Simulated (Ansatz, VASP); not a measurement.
# Sb (Antimony): VASP beside Ansatz

Wanted: the spread between two codes on one cell, functional and k mesh. The cell is taken from a series of runs on this material, whose earlier steps may have relaxed, scaled, displaced or heated it; both programs get it as it stands.

Program: Ansatz 0.2.0. Level of theory: plane waves, with VASP 6.6.1 beside it; zone-centre phonons at LDA. Results are calculated unless marked as measured.

### Step 1. Set-up

It takes space group R-3m (No. 166, trigonal). Conventional cell: a = 4.210 Å, b = 4.210 Å, c = 11.215 Å, α = 90.00°, β = 90.00°, γ = 120.00°. Nearest to Sb lie 3 Sb at 2.89 Å.

### Step 2. VASP: zone-centre phonons, LDA

Second derivatives magnify differences that forces hide, and they need a tight electronic threshold.

Lines of VASP's logs that name or quote its potential files are left out, and so is its time.

The input, INCAR:

```
SYSTEM = Sb
PREC = Accurate
ENCUT = 500
EDIFF = 1E-08
NELM = 120
ISMEAR = 1
SIGMA = 0.2
LREAL = .FALSE.
ALGO = Normal
GGA = CA
NBANDS = 11
LORBIT = 11
LWAVE = .FALSE.
LCHARG = .FALSE.
ISIF = 2
IBRION = 8
LASPH = .TRUE.
GGA_COMPAT = .FALSE.
KPAR = 2
```

The input, POSCAR:

```
Sb
1.0
    2.1047695655      1.2151892752      3.7384837005
   -2.1047695655      1.2151892752      3.7384837005
    0.0000000000     -2.4303785505      3.7384837005
Sb
2
Direct
    0.2363330828      0.2363330828      0.2363330828
    0.7636669172      0.7636669172      0.7636669172
```

The input, KPOINTS:

```
Automatic mesh
0
Gamma
12 12 12
0 0 0
```

Potentials, in the order of the species: Sb (LDA family, release 64).

On the command line:

```bash
mpirun -np 2 vasp_std
```

Numbers of over 12 decimals in the logs are rounded to 6 here.

Log:

```text
[banner, memory and clock lines left out]
running    2 mpi-ranks, on    1 nodes
 distrk:  each k-point on    1 cores,    2 groups
 distr:  one band on    1 cores,    1 groups

 POSCAR found type information on POSCAR Sb
 POSCAR found :  1 types and       2 ions
 LDA part: xc-table for (Slater(with rela. corr.)+CA(PZ))
 , standard interpolation
 POSCAR, INCAR and KPOINTS ok, starting setup
 FFT: planning ... GRIDC
 FFT: planning ... GRID_SOFT
 FFT: planning ... GRID
 WAVECAR not read
 entering main loop
       N       E                     dE             d eps       ncg     rms          rms(c)
DAV:   1     0.365019185367E+02    0.36502E+02   -0.35174E+03  4158   0.698E+02
DAV:   2    -0.770364256097E+01   -0.44206E+02   -0.42970E+02  5718   0.114E+02
DAV:   3    -0.962196246847E+01   -0.19183E+01   -0.18986E+01  5042   0.275E+01
DAV:   4    -0.963842293951E+01   -0.16460E-01   -0.16454E-01  4743   0.308E+00
DAV:   5    -0.963861937666E+01   -0.19644E-03   -0.19644E-03  4782   0.370E-01    0.333E+00
DAV:   6    -0.962136528616E+01    0.17254E-01   -0.37364E-03  4694   0.332E-01    0.199E+00
DAV:   7    -0.961177426291E+01    0.95910E-02   -0.80366E-03  4512   0.483E-01    0.527E-02
DAV:   8    -0.961178682420E+01   -0.12561E-04   -0.20540E-04  4662   0.104E-01    0.155E-02
DAV:   9    -0.961178996195E+01   -0.31377E-05   -0.97417E-06  4794   0.202E-02    0.627E-03
DAV:  10    -0.961178975055E+01    0.21140E-06   -0.10363E-06  4674   0.566E-03    0.158E-03
DAV:  11    -0.961178976218E+01   -0.11629E-07   -0.92865E-08  4773   0.176E-03    0.372E-04
DAV:  12    -0.961178976227E+01   -0.95838E-10   -0.65113E-09  2721   0.450E-04
   1 F= -.96117898E+01 E0= -.96121060E+01  d E =0.948737E-03
 Linear response reoptimize wavefunctions to high precision
DAV:   1    -0.961178976250E+01   -0.22470E-09   -0.99042E-10  3407   0.212E-04
DAV:   2    -0.961178976250E+01    0.22737E-12   -0.72651E-11  2439   0.708E-05
 Linear response DOF=           2
 Linear response progress:
  Degree of freedom:   1/  2
       N       E                     dE             d eps       ncg     rms          rms(c)
RMM:   1    -0.258853124302E-01   -0.25885E-01    0.19002E-02 38959   0.123E+00
RMM:   2    -0.253782641506E-01    0.50705E-03   -0.17840E-03 30097   0.256E-01    0.488E-02
RMM:   3    -0.253678037986E-01    0.10460E-04   -0.48464E-05 31760   0.415E-02    0.286E-02
RMM:   4    -0.253987686473E-01   -0.30965E-04   -0.22290E-05 31961   0.194E-02    0.255E-03
RMM:   5    -0.254059979145E-01   -0.72293E-05   -0.17644E-06 32508   0.380E-03    0.965E-04
RMM:   6    -0.254076421034E-01   -0.16442E-05    0.57251E-08 31139   0.919E-04    0.326E-04
RMM:   7    -0.254068577218E-01    0.78438E-06    0.22224E-07 33072   0.226E-04    0.763E-05
RMM:   8    -0.254068253404E-01    0.32381E-07    0.49253E-08 33792   0.440E-05    0.156E-05
RMM:   9    -0.254068197208E-01    0.56196E-08   -0.34973E-10 33677   0.137E-05    0.163E-06
 first order change of Fermi-energy  -0.13843E-04
 force on displaced ion       1 direction 1 :  -2.776  -0.000   0.000
 Linear response progress:
  Degree of freedom:   2/  2
       N       E                     dE             d eps       ncg     rms          rms(c)
RMM:   1    -0.273974024019E-01   -0.27397E-01    0.15854E-02  8166   0.124E+00
RMM:   2    -0.260942610153E-01    0.13031E-02   -0.17748E-03  6520   0.264E-01    0.517E-02
RMM:   3    -0.260136438705E-01    0.80617E-04   -0.47281E-05  6875   0.460E-02    0.312E-02
RMM:   4    -0.259699920031E-01    0.43652E-04   -0.29045E-05  6703   0.263E-02    0.777E-03
RMM:   5    -0.259817471448E-01   -0.11755E-04   -0.79856E-07  6969   0.522E-03    0.263E-03
RMM:   6    -0.259837352290E-01   -0.19881E-05   -0.43840E-08  6978   0.108E-03    0.767E-04
RMM:   7    -0.259824965739E-01    0.12387E-05    0.53256E-09  7100   0.364E-04    0.219E-04
RMM:   8    -0.259825156907E-01   -0.19117E-07    0.10021E-09  7188   0.540E-05    0.314E-05
RMM:   9    -0.259825386324E-01   -0.22942E-07   -0.96206E-10  7202   0.212E-05    0.174E-05
RMM:  10    -0.259825303562E-01    0.82762E-08   -0.28784E-10  7264   0.917E-06    0.342E-06
 first order change of Fermi-energy  -0.14562E+01
 force on displaced ion       1 direction 3 :   0.000   0.000  -4.348
 Linear response finished
```

From OUTCAR (step 2):

```text
ion  position               nearest neighbor table
   1  0.236  0.236  0.236-   2 2.89   2 2.89   2 2.89   2 3.26   2 3.26   2 3.26
   2  0.764  0.764  0.764-   1 2.89   1 2.89   1 2.89   1 3.26   1 3.26   1 3.26

  LATTYP: Found a trigonal (rhomboedric) cell.
 ALAT       =     4.4590358013
 COS(alpha) =     0.5543876817

 Subroutine GETGRP returns: Found 12 space group operations
 (whereof 12 operations were pure point group operations)

The static configuration has the point symmetry D_3d.

 Found    189 irreducible k-points:

   k-points           NKPTS =    189   k-points in BZ     NKDIM =    189   number of bands    NBANDS=     11

   dimension x,y,z NGX =    36 NGY =   36 NGZ =   36
   dimension x,y,z NGXF=    72 NGYF=   72 NGZF=   72

   ENCUT  =  500.0 eV  36.75 Ry    6.06 a.u.   8.13  8.13  8.13*2*pi/ulx,y,z

   NELECT =      10.0000    total number of electrons

 k-points in reciprocal lattice and weights: Automatic mesh
   0.00000000  0.00000000  0.00000000       0.001
   0.08333333 -0.00000000  0.00000000       0.003
   0.16666667 -0.00000000  0.00000000       0.003
   0.25000000 -0.00000000  0.00000000       0.003
   0.33333333 -0.00000000 -0.00000000       0.003
   0.41666667 -0.00000000 -0.00000000       0.003
   0.50000000 -0.00000000  0.00000000       0.002
   0.08333333  0.08333333  0.00000000       0.003
   0.16666667  0.08333333  0.00000000       0.007
[...]
-0.41666667  0.50000000  0.41666667       0.003
   0.50000000  0.50000000  0.50000000       0.001

 average (electrostatic) potential at core
       1 -86.1437       2 -86.1437

  Total        0.7496491      0.7496491      0.1017213     -0.0000000     -0.0000000      0.0000000
  in kB       20.9350194     20.9350194      2.8407129     -0.0000000     -0.0000000      0.0000000
  external PRESSURE =      14.9035839 kB  Pullay stress =       0.0000000 kB

  energy-cutoff  :      500.00
  volume of cell :       57.37
      direct lattice vectors                 reciprocal lattice vectors
     2.104769565  1.215189275  3.738483700     0.237555696  0.137152845  0.089162709
    -2.104769565  1.215189275  3.738483700    -0.237555696  0.137152845  0.089162709
     0.000000000 -2.430378550  3.738483700     0.000000000 -0.274305691  0.089162709

 POSITION                                       TOTAL-FORCE (eV/Angst)
 -----------------------------------------------------------------------------------
      0.00000     -0.00000      2.65058         0.000000     -0.000000      0.075323
      0.00000     -0.00000      8.56487         0.000000      0.000000     -0.075323
 -----------------------------------------------------------------------------------
    total drift:                               -0.000000     -0.000000      0.000000

 Eigenvectors and eigenvalues of the dynamical matrix
 ----------------------------------------------------

   1 f  =    4.178238 THz    26.252646 2PiTHz  139.371030 cm-1    17.279798 meV
             X         Y         Z           dx          dy          dz
      0.000000 -0.000000  2.650582     0.000000    0.000000   -0.707107
      0.000000 -0.000000  8.564869     0.000000   -0.000000    0.707107

   2 f  =    3.338287 THz    20.975075 2PiTHz  111.353262 cm-1    13.806039 meV
             X         Y         Z           dx          dy          dz
      0.000000 -0.000000  2.650582     0.000000    0.707107    0.000000
      0.000000 -0.000000  8.564869     0.000000   -0.707107   -0.000000

   3 f  =    3.338287 THz    20.975075 2PiTHz  111.353262 cm-1    13.806039 meV
             X         Y         Z           dx          dy          dz
      0.000000 -0.000000  2.650582    -0.707107   -0.000000   -0.000000
      0.000000 -0.000000  8.564869     0.707107   -0.000000   -0.000000

   4 f  =    0.000000 THz     0.000000 2PiTHz    0.000001 cm-1     0.000000 meV
             X         Y         Z           dx          dy          dz
      0.000000 -0.000000  2.650582     0.018859    0.133888   -0.694059
      0.000000 -0.000000  8.564869     0.018859    0.133888   -0.694059

   5 f/i=    0.000000 THz     0.000000 2PiTHz    0.000001 cm-1     0.000000 meV
             X         Y         Z           dx          dy          dz
      0.000000 -0.000000  2.650582    -0.132364   -0.681356   -0.135034
      0.000000 -0.000000  8.564869    -0.132364   -0.681356   -0.135034

   6 f/i=    0.000000 THz     0.000000 2PiTHz    0.000002 cm-1     0.000000 meV
             X         Y         Z           dx          dy          dz
      0.000000 -0.000000  2.650582     0.694351   -0.133524   -0.006890
      0.000000 -0.000000  8.564869     0.694351   -0.133524   -0.006890

 ELASTIC MODULI CONTR FROM IONIC RELAXATION (kBar)
 Direction    XX          YY          ZZ          XY          YZ          ZX
 --------------------------------------------------------------------------------
 XX        -241.8854   -167.1116   -203.5884     -0.0000     82.6106      0.0000
 YY        -167.1116   -241.8854   -203.5884      0.0000    -82.6106     -0.0000
 ZZ        -203.5884   -203.5884   -202.6824      0.0000      0.0000     -0.0000
 XY          -0.0000      0.0000      0.0000    -37.3869      0.0000     78.9524
 YZ          82.6106    -82.6106      0.0000      0.0000   -182.5376     -0.0000
 ZX           0.0000     -0.0000     -0.0000     78.9524     -0.0000   -166.7291
 --------------------------------------------------------------------------------
```

### Step 3. Ansatz: zone-centre phonons, LDA

Ansatz runs on its PAW soft_1 files.

The same cell, functional (in two slightly different forms), mesh and smearing now go to Ansatz, which takes its cutoff from its data sets.

The input, input.yaml:

```yaml
crystal:
  lattice:
    - [2.1047695655, 1.2151892752, 3.7384837005]
    - [-2.1047695655, 1.2151892752, 3.7384837005]
    - [0.0, -2.4303785505, 3.7384837005]
  atoms:
    - { symbol: Sb, position: [0.2363330828, 0.2363330828, 0.2363330828] }
    - { symbol: Sb, position: [0.7636669172, 0.7636669172, 0.7636669172] }
kpoints:
  mp_grid: { grid: [12, 12, 12] }
hamiltonian:
  xc: lda
  pseudopotentials: { kind: paw, azcp: { folder: soft_1 }, xc_functional: pbe }
scf:
  occupations: { method: methfessel_paxton, width: 0.2 }
output:
  eigenvalues: true
phonons:
  method: dfpt
```

On the command line:

```bash
ansatz run input.yaml --threads 4 --pin off --max-ram 10240MiB --backend cpu --events-out ev --progress --plain --runs-dir out
```

Log:

```text
Engine: ansatz 0.2.0, x86_64-unknown-linux-gnu
Pseudopotentials: kind: paw
Pseudopotential: Sb, paw, valence charge 15, recommended cutoff 420 eV (normal), soft_1/Sb.paw.azcp
Functional definition: SPW92
  exchange = slater_x
  correlation = pw_c
Crystal: 2 atoms, lattice volume = 57.371 Å³
Basis set: ecut = 420 eV, 1129 PW (Γ), exchange–correlation on 60×60×60 points (8 copies of the dense FFT grid, shifted against one another)
Bands: 19, of which v1, the nominal top of the filled ones, is band 15 counted from 1 (14 counted from 0)
Symmetry: 12 space group operations
k-points: 476 of 1728 (irreducible under 2 space group operations, time reversal used)
Non-local potential: Sb, projectors of the file, l = 0: 2, l = 1: 2, l = 2: 2, l = 3: 1
PAW form: soft (Blöchl's): semilocal exchange-correlation on the pseudo side does not see the compensation charge
PAW frozen core: Sb, regenerated for the run's functional, and the local potential with it (the file was generated under x = pbe(κ = 0.804, μ = 0.219515), c = pbe(β = 0.066725))
PAW one-centre angular grid: Sb, 590 points (default); XC on 64 Gauss nodes
Initial density: superposition of atomic densities (chi_scale 0.1, normalization cell)
Initial wavefunctions: pseudopotential atomic-orbital guess
Functional: x = slater, c = lda
SCF iter   1: F=—  HF=-12671.782265 eV  |F-HF|=—  |Δ(HF+E_count)|=         —  Δρ=1.54e-2  dr2=1.12e-1  ethr=3.10e-3  ⟨swp⟩=6.0  Hψ=48485  notcnv=0
preconditioner: auto → Kerker (q_TF=auto, 2.449 Å⁻¹)  [metal: Δε(μ)=0.008 eV  Ē_g=8.917 eV  σ=0.200 eV  W_gap=0.04  n_scr=14 (ndim 8)  ℏωp=15.5 eV  f_vac=0.000  D(μ)=0.34/eV (n_scr^D=0)]
SCF iter   2: F=—  HF=-12671.764191 eV  |F-HF|=—  |Δ(HF+E_count)|=   1.81e-2  S|Δr|=    0.00e0  Δρ=9.81e-3  dr2=4.91e-2  ethr=3.73e-4  ⟨swp⟩=1.1  Hψ=12934  notcnv=0
SCF iter   3: F=—  HF=-12671.754264 eV  |F-HF|=—  |Δ(HF+E_count)|=   9.93e-3  S|Δr|=    0.00e0  Δρ=1.46e-3  dr2=2.04e-3  ethr=1.64e-4  ⟨swp⟩=1.6  Hψ=12276  notcnv=0
SCF iter   4: F=—  HF=-12671.754072 eV  |F-HF|=—  |Δ(HF+E_count)|=   1.93e-4  S|Δr|=    0.00e0  Δρ=5.28e-4  dr2=2.30e-4  ethr=6.79e-6  ⟨swp⟩=1.7  Hψ=10507  notcnv=0
SCF iter   5: F=—  HF=-12671.754083 eV  |F-HF|=—  |Δ(HF+E_count)|=   1.10e-5  S|Δr|=    0.00e0  Δρ=1.16e-4  dr2=6.58e-6  ethr=7.67e-7  ⟨swp⟩=2.3  Hψ=12205  notcnv=0
SCF iter   6: F=—  HF=-12671.754079 eV  |F-HF|=—  |Δ(HF+E_count)|=   3.58e-6  S|Δr|=    0.00e0  Δρ=3.17e-5  dr2=3.64e-7  ethr=2.19e-8  ⟨swp⟩=2.0  Hψ=16249  notcnv=0
SCF iter   7: F=—  HF=-12671.754080 eV  |F-HF|=—  |Δ(HF+E_count)|=   1.96e-7  S|Δr|=    0.00e0  Δρ=9.33e-6  dr2=4.47e-8  ethr=1.21e-9  ⟨swp⟩=2.0  Hψ=16233  notcnv=0
SCF iter   8: F=—  HF=-12671.754080 eV  |F-HF|=—  |Δ(HF+E_count)|=   2.43e-9  S|Δr|=    0.00e0  Δρ=2.13e-6  dr2=4.83e-9  ethr=1.49e-10  ⟨swp⟩=2.5  Hψ=16304  notcnv=0
SCF iter   9: F=—  HF=-12671.754080 eV  |F-HF|=—  |Δ(HF+E_count)|=  2.80e-10  S|Δr|=    0.00e0  Δρ=6.02e-7  dr2=4.29e-10  ethr=1.61e-11  ⟨swp⟩=2.0  Hψ=10541  notcnv=0
SCF iter  10: F=—  HF=-12671.754080 eV  |F-HF|=—  |Δ(HF+E_count)|=  3.64e-11  S|Δr|=    0.00e0  Δρ=2.53e-7  dr2=5.61e-11  ethr=1.43e-12  ⟨swp⟩=3.0  Hψ=16934  notcnv=0
SCF iter  11: F=-12671.754080 eV  HF=-12671.754080 eV  |F-HF|=3.64e-12  |Δ(HF+E_count)|=  1.46e-11  S|Δr|=    0.00e0  Δρ=1.34e-7  dr2=8.59e-12  ethr=1.00e-12  ⟨swp⟩=6.0  Hψ=42117  notcnv=0
SCF 1 converged in 11 iterations: F = -12671.754080 eV  dr2 = 8.59e-12
  greatest PAW one-centre occupation: 0.997 electrons in one spin orbital (limit 2), on the Sb atom at site 1 (counted from 0), in its partial waves of l = 2
DFPT response loops at Γ: preconditioner auto → Kerker (q_TF=auto, 2.449 Å⁻¹) (partly filled bands, converged f_vac=0.001); β = 1.00, the filter's whole step (`scf.mixing.beta` (0.50) is not read by the response loops under this deck's `scf.mixing.preconditioner`; to damp them name `kerker` or `kerker_dos`, under which they read `scf.mixing.beta`, and type it under 1.00, their step now; both keys bind the ground state too); Broyden in place of MSR1
SCF converged after 11 iterations
Stability not checked: this state was not tested for a lower state beside it, because cold or Methfessel-Paxton smearing, or corrected tetrahedra, fill the levels in a way that the test cannot read (fill_not_monotonic; see scf.lower_state_search)
Free energy (F): -12671.754080 eV
Harris-Foulkes:  -12671.754080 eV  (|F-HF|=3.64e-12)
Internal energy: -12671.755031 eV  (E = F + TS)
E sigma→0 (E₀):  -12671.754317 eV
Entropy (-TS):   0.000952 eV (0.476 meV/atom)
Fermi energy:    10.734920 eV
--- Per-component energies (eV) ---
  E_band       = -317.680078
  E_kinetic    = 329.447556
  E_local      = -3089.172956  (includes V_loc(G=0)·N_el)
  E_nonlocal   = 787.787740
  E_hartree    = 1278.373980
  E_xc         = -198.337503
  E_vxc        = -184.052206  (∫ρ·V_xc dr)
  E_paw        = -8789.791008  (= ΣΔE_a)
  E_vpaw       = -718.438416  (= ΣTr[D̂ρ^β])
  E_aug_tail   = 0.000250  (compensation charges beyond the density's cutoff)
  E_ewald      = -2991.180712
  E_core_change = 1.117622  (= ΣΔE_core)
  E_smearing   = 0.000952  (= −TS)
  E_closure    = -0.000000  (closes the sum)
  Σ components = -12671.754080   (vs F -12671.754080, Δ=0.00e0)
--- Band table (eV; the first three rows and the last of 476) ---
  k-point 0: bands = [... 11 lower, 6.0189, 8.3723, 9.0506, 9.0506, 13.1556, 13.6078, 13.6078, 15.8292]
  k-point 1: bands = [... 11 lower, 5.6436, 8.4383, 9.0326, 9.1545, 13.1105, 13.3521, 13.3754, 15.5367]
  k-point 2: bands = [... 11 lower, 4.7692, 8.5053, 8.9920, 9.4146, 12.7474, 12.7675, 12.8072, 15.3893]
  k-point 475: bands = [... 11 lower, 1.2815, 9.6486, 9.6486, 10.6278, 10.8708, 10.8708, 11.9505, 17.9763]
--- Phonons (Γ-DFPT): 2 representative perturbations + reference, on 476 of 1728 k-points (Σ response iterations 6) ---
  k mesh reduced under 2 symmetry operations, with k and −k counted as one. Each operation leaves every solved perturbation unchanged. A smaller set is not used because it would not reduce the number of displacements times k-points to solve
  ASR residual: 3.717e-5 → 0.000e0 eV/Å²; symmetrization residual: 2.790e-5 eV/Å²
  ASR residual per site (eV/Å²): 3.72e-5 3.72e-5
  Γ frequencies (cm⁻¹): 0.00 0.00 0.00 107.78 107.78 135.63
  non-analytic LO–TO correction: not included (Born effective charges unavailable; polar crystals: no LO–TO splitting at Γ)
```

The column dr2 measures how far the density is from self-consistency, as an energy; F and HF (Harris–Foulkes) agree once it is small.

### Step 4. Differences

Known differences besides the potentials themselves: the two LDA forms differ slightly; the data sets hold 30 valence electrons in Ansatz (on its PAW soft_1 files) and 10 in VASP; the cutoff is 420 eV in Ansatz and 500 eV in VASP; VASP's log shows a relativistic correction to its local exchange, Ansatz's none. Total energies have different zeros and are not compared.

Both answers:

| quantity | Ansatz | VASP | difference |
| --- | --- | --- | --- |
| optical mode 1 to 2 (cm⁻¹) | 107.8 | 111.4 | -3.21 % |
| optical mode 3 (cm⁻¹) | 135.6 | 139.4 | -2.68 % |

Modes are paired by rising frequency, not by their patterns, so a pair may set unlike modes beside each other; they are those without the splitting of longitudinal modes.

### Step 5. Summary of results

| Quantity | Value |
| --- | --- |
| r.m.s. difference of the optical zone-centre modes, each program's sorted by frequency (zone-centre phonons, LDA) | 3.6 cm⁻¹ |
| difference in optical mode 1 to 2 (zone-centre phonons, LDA) | -3.2 % |

**Reading.** The r.m.s. difference of the optical zone-centre modes, each program's sorted by frequency is 3.6 cm⁻¹ (zone-centre phonons, LDA). The data sets hold unlike numbers of valence electrons (30 in Ansatz and 10 in VASP), so part of the differences comes from the potentials. Among the rows given in per cent, the largest difference of the zone-centre phonons, LDA pair is in optical mode 1 to 2, -3.2 %. How closely two codes agree says nothing of how well the functional describes the real material.

[Lines on the potential files, build, host, timing and source positions are cut from VASP's logs without a mark.]

[Logs are printed without paths, hosts, clocks, repeated set-up lines and the standing remarks that a program may print on its own settings, such as how far it seeks lower states.]

[Hosts, paths, dates, database ids (printed as entryN), source tags and the programs' standing remarks are cut or masked in the printed files.]
